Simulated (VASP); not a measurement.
Crystal: ZnHgO2.

```xyz
4
Lattice="4.0092 0.0000 0.0000 0.0000 4.0092 0.0000 0.0000 0.0000 3.3046" Properties=species:S:1:pos:R:3 pbc="T T T"
Zn    0.0000    0.0000    0.0000
Hg    2.0046    2.0046    1.6523
O     2.0046    0.0000    0.0000
O     0.0000    2.0046    0.0000
```

The cell was built by a generator and needn't be a form met in nature.

```yaml
Program: VASP 6.6.1
Task: relaxation of cell and atoms
Functional: RPBE
Dispersion: D3
Potentials_or_basis: VASP PAW PBE potentials, release 64 (Zn, Hg, O)
Cutoff: 600 eV
k_mesh: 5 × 5 × 6
Occupations: fermi-dirac, width 0.05 eV
Spin: no spin polarisation
```

At the start: pressure 3.2 GPa; volume 13.28 Å³/atom.

How do energy, volume and symmetry change on relaxing?

Over 6 steps the energy falls by 3.8 meV/atom and the volume is 13.67 Å³/atom (+2.9 %); space group P4/mmm (No. 123, to 0.05 Å).

The path:
| step | energy change (eV) | largest force (eV/Å) | pressure (GPa) | volume (Å³) |
| --- | --- | --- | --- | --- |
| 1 | 0.0000 | 0.0000 | 3.23 | 53.12 |
| 2 | -0.0106 | 0.0000 | -1.41 | 55.20 |
| 3 | -0.0137 | 0.0000 | -0.01 | 54.51 |
| 4 | -0.0137 | 0.0000 | 0.18 | 54.48 |
| 5 | -0.0147 | 0.0000 | 0.09 | 54.57 |
| 6 | -0.0152 | 0.0000 | 0.09 | 54.68 |

Final structure:
```xyz
4
Lattice="4.0363 0.0000 0.0000 0.0000 4.0363 0.0000 0.0000 0.0000 3.3566" Properties=species:S:1:pos:R:3 pbc="T T T"
Zn    0.0000    0.0000    0.0000
Hg    2.0181    2.0181    1.6783
O     2.0181    0.0000    0.0000
O     0.0000    2.0181    0.0000
```

Caveat: the PAW data sets were made with another functional, which shifts forces and pressure a little; pairwise dispersion overbinds metals, which lowers pressure and volume.
